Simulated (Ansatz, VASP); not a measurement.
## CuC2: VASP beside Ansatz

One calculation is typed for both programs; each brings its own data sets. How far apart do they land? The cell is invented: As first built, before any earlier steps moved the atoms (in the runner's words): it takes the Si2Ni structure with all of its atoms replaced by other elements, volume scaled by an estimate. It may not be a known or stable phase. The cell is taken from a series of runs on this material, whose earlier steps may have relaxed, scaled, displaced or heated it; both programs get it as it stands. Valence electrons are named where the data sets of a main pair hold unlike numbers.

Program: Ansatz 0.2.0. Level of theory: plane waves, with VASP 6.6.1 beside it; zone-centre phonons at LDA. Results are calculated unless marked as measured.

## Step 1: The structure

It takes space group Fm-3m (No. 225, cubic). Conventional cell: a = 4.695 Å, b = 4.695 Å, c = 4.695 Å, α = 90.00°, β = 90.00°, γ = 90.00°. Nearest to Cu lie 8 C at 2.03 Å. Nearest to C lie 4 Cu at 2.03 Å. As first built, before any earlier steps moved the atoms (in the runner's words): sites of the Si2Ni structure (space group 225) filled with other elements, volume scaled by an estimate. Farther neighbours are not listed.

## Step 2: Ansatz: zone-centre phonons, LDA

Ansatz runs on its default PAW (the set named soft_2) files.

Second derivatives magnify differences that forces hide, and they need a tight electronic threshold.

input.yaml

```yaml
crystal:
  lattice:
    - [0.0, 2.3476160804, 2.3476160804]
    - [2.3476160804, 0.0, 2.3476160804]
    - [2.3476160804, 2.3476160804, 0.0]
  atoms:
    - { symbol: Cu, position: [0.0, 0.0, 0.0] }
    - { symbol: C, position: [0.25, 0.25, 0.25] }
    - { symbol: C, position: [0.75, 0.75, 0.75] }
hamiltonian:
  xc: lda
  pseudopotentials: { kind: paw }
kpoints:
  mp_grid: { grid: [8, 8, 8] }
scf:
  occupations: { method: fermi_dirac, width: 0.05 }
phonons:
  method: dfpt
  qpoints: [[0, 0, 0]]
```

Command:

```
$ ansatz run input.yaml --threads 4 --pin off --max-ram 9216MiB --backend cpu --events-out ev --progress --plain --runs-dir out
```

Numbers of over 12 decimals in the logs are rounded to 6 here.

Log:

```text
zone centre: on kpoints.mp_grid the ground state, and the responses unless they are solved on pairs of k-points, stand on 59 of the mesh's 512 k-points, reduced under 8 symmetry operations, with k and −k counted as one. Each operation leaves every solved displacement unchanged or reverses it
Engine: ansatz 0.2.0, aarch64-unknown-linux-gnu
Pseudopotentials: kind: paw
Pseudopotential: Cu, paw, valence charge 19, recommended cutoff 420 eV (normal), Cu.paw.azcp
Pseudopotential: C, paw, valence charge 4, recommended cutoff 420 eV (normal), C.paw.azcp
Functional definition: SPW92
  exchange = slater_x
  correlation = pw_c
Crystal: 3 atoms, lattice volume = 25.877 Å³
Basis set: ecut = 420 eV, 531 PW (Γ), exchange–correlation on 48×48×48 points (8 copies of the dense FFT grid, shifted against one another)
Bands: 18, of which v1, the nominal top of the filled ones, is band 14 counted from 1 (13 counted from 0)
Symmetry: 48 space group operations
k-points: 59 of 512 (irreducible under 8 space group operations, time reversal used)
Non-local potential: Cu, projectors of the file, l = 0: 3, l = 1: 2, l = 2: 3, l = 3: 1
Non-local potential: C, projectors of the file, l = 0: 2, l = 1: 2, l = 2: 1
PAW form: soft (Blöchl's): semilocal exchange-correlation on the pseudo side does not see the compensation charge
PAW frozen core: Cu, regenerated for the run's functional, and the local potential with it (the file was generated under x = pbe(κ = 0.804, μ = 0.219515), c = pbe(β = 0.066725))
PAW frozen core: C, regenerated for the run's functional, and the local potential with it (the file was generated under x = pbe(κ = 0.804, μ = 0.219515), c = pbe(β = 0.066725))
PAW one-centre angular grid: Cu, 590 points (default); XC on 64 Gauss nodes
PAW one-centre angular grid: C, 110 points (default); XC on 64 Gauss nodes
Initial density: superposition of atomic densities (neutral atoms: chi_scale 0, normalization atom), corrected by the library's trained network
Initial wavefunctions: pseudopotential atomic-orbital guess
Functional: x = slater, c = lda
SCF iter   1: F=—  HF=-7034.298855 eV  |F-HF|=—  |Δ(HF+E_count)|=         —  Δρ=1.13e-2  dr2=3.65e-2  ethr=1.77e-3  ⟨swp⟩=5.4  Hψ=4398  notcnv=0
preconditioner: auto → LDOS  [metal: Δε(μ)=0.008 eV  Ē_g=10.046 eV  σ=0.050 eV  W_gap=0.04  n_scr=14 (ndim 8)  ℏωp=31.8 eV  f_vac=0.015  D(μ)=3.05/eV (n_scr^D=50)  β→1.0]
SCF iter   2: F=—  HF=-7034.307894 eV  |F-HF|=—  |Δ(HF+E_count)|=   9.04e-3  Δρ=2.72e-2  dr2=1.21e-1  ethr=1.35e-4  ⟨swp⟩=2.1  Hψ=2602  notcnv=0
SCF iter   3: F=—  HF=-7034.292082 eV  |F-HF|=—  |Δ(HF+E_count)|=   1.58e-2  Δρ=1.41e-2  dr2=3.63e-2  ethr=1.35e-4  ⟨swp⟩=2.1  Hψ=1621  notcnv=0
SCF iter   4: F=—  HF=-7034.286297 eV  |F-HF|=—  |Δ(HF+E_count)|=   5.79e-3  Δρ=5.41e-4  dr2=1.87e-5  ethr=1.34e-4  ⟨swp⟩=2.6  Hψ=1660  notcnv=0
SCF iter   5: F=—  HF=-7034.286317 eV  |F-HF|=—  |Δ(HF+E_count)|=   2.01e-5  Δρ=9.61e-4  dr2=1.64e-4  ethr=6.94e-8  ⟨swp⟩=2.0  Hψ=1872  notcnv=0
SCF iter   6: F=—  HF=-7034.286296 eV  |F-HF|=—  |Δ(HF+E_count)|=   2.17e-5  Δρ=9.71e-5  dr2=1.43e-6  ethr=6.94e-8  ⟨swp⟩=2.0  Hψ=1634  notcnv=0
SCF iter   7: F=—  HF=-7034.286286 eV  |F-HF|=—  |Δ(HF+E_count)|=   9.88e-6  Δρ=1.58e-5  dr2=4.39e-8  ethr=5.31e-9  ⟨swp⟩=1.1  Hψ=1066  notcnv=0
SCF iter   8: F=—  HF=-7034.286286 eV  |F-HF|=—  |Δ(HF+E_count)|=   6.74e-9  Δρ=6.31e-7  dr2=1.25e-10  ethr=1.62e-10  ⟨swp⟩=2.5  Hψ=1467  notcnv=0
SCF iter   9: F=-7034.286286 eV  HF=-7034.286286 eV  |F-HF|=1.00e-11  |Δ(HF+E_count)|=  3.00e-11  Δρ=2.73e-7  dr2=8.49e-12  ethr=1.00e-12  ⟨swp⟩=5.9  Hψ=4586  notcnv=0
SCF 1 converged in 9 iterations: F = -7034.286286 eV  dr2 = 8.49e-12
  greatest PAW one-centre occupation: 1.000 electrons in one spin orbital (limit 2), on the Cu atom at site 0 (counted from 0), in its partial waves of l = 0
DFPT response loops at Γ: preconditioner auto → Kerker (q_TF=auto, 2.748 Å⁻¹) (partly filled bands, converged f_vac=0.015); β = 1.00, the filter's whole step (`scf.mixing.beta` (0.50) is not read by the response loops under this deck's `scf.mixing.preconditioner`; to damp them name `kerker` or `kerker_dos`, under which they read `scf.mixing.beta`, and type it under 1.00, their step now; both keys bind the ground state too); Broyden in place of MSR1
SCF converged after 9 iterations
Free energy (F): -7034.286286 eV
Harris-Foulkes:  -7034.286286 eV  (|F-HF|=1.00e-11)
Internal energy: -7034.263357 eV  (E = F + TS)
E sigma→0 (E₀):  -7034.274822 eV
Entropy (-TS):   -0.022928 eV (-7.643 meV/atom)
Fermi energy:    13.211769 eV
--- Per-component energies (eV) ---
  E_band       = -410.835252
  E_kinetic    = 461.916697
  E_local      = -4962.633985  (includes V_loc(G=0)·N_el)
  E_nonlocal   = 439.178586
  E_hartree    = 2161.519304
  E_xc         = -183.767033
  E_vxc        = -233.173761  (∫ρ·V_xc dr)
  E_paw        = -1760.729294  (= ΣΔE_a)
  E_vpaw       = -439.161553  (= ΣTr[D̂ρ^β])
  E_aug_tail   = 0.000403  (compensation charges beyond the density's cutoff)
  E_ewald      = -3190.323359
  E_core_change = 0.575325  (= ΣΔE_core)
  E_smearing   = -0.022928  (= −TS)
  E_closure    = -0.000000  (closes the sum)
  Σ components = -7034.286286   (vs F -7034.286286, Δ=0.00e0)
--- Band table (eV; the first three rows and the last of 59) ---
  k-point 0: bands = [... 10 lower, 9.0404, 14.3298, 14.3298, 14.3298, 15.4984, 15.4984, 15.4984, 22.4118]
  k-point 1: bands = [... 10 lower, 9.6791, 13.2331, 13.9605, 13.9605, 15.3877, 15.3877, 15.6333, 22.6466]
  k-point 2: bands = [... 10 lower, 10.0737, 12.2173, 13.0867, 13.0867, 15.1568, 15.1568, 15.3008, 23.3611]
  k-point 58: bands = [... 10 lower, 8.3847, 9.0813, 10.0607, 14.4225, 14.4225, 17.5516, 18.4724, 23.5901]
--- Phonons (Γ-DFPT): 2 representative perturbations + reference, on 59 of 512 k-points (Σ response iterations 6) ---
  k mesh reduced under 8 symmetry operations, with k and −k counted as one. Each operation leaves every solved displacement unchanged or reverses it
  ASR residual: 3.873e-5 → 0.000e0 eV/Å²; symmetrization residual: 2.553e-7 eV/Å²
  ASR residual per site (eV/Å²): 3.87e-5 3.37e-5 3.37e-5
  Γ frequencies (cm⁻¹): -294.53 -294.53 -294.53 0.00 0.00 0.00 391.88 391.88 391.88
  non-analytic LO–TO correction: not included (Born effective charges unavailable; polar crystals: no LO–TO splitting at Γ)
--- Phonons (arbitrary-q DFPT): 1 explicit q-point ---
  q = [0, 0, 0] (of the zone-centre solve; hermiticity 5.19e-8, symmetrization 9.27e-14): -294.53 -294.53 -294.53 -0.00 -0.00 0.00 391.88 391.88 391.88
  sum rule: each row above includes the acoustic sum rule's correction from the zone centre's row sums; it moved no ω² by more than (0.87 cm⁻¹)²
```

(Continued in part 2 of 2.)

[Lines on the potential files, build, host, timing and source positions are cut from VASP's logs without a mark.]

[Logs are printed without paths, hosts, clocks, repeated set-up lines and the standing remarks that a program may print on its own settings, such as how far it seeks lower states.]

[Hosts, paths, dates, database ids (printed as entryN), source tags and the programs' standing remarks are cut or masked in the printed files.]
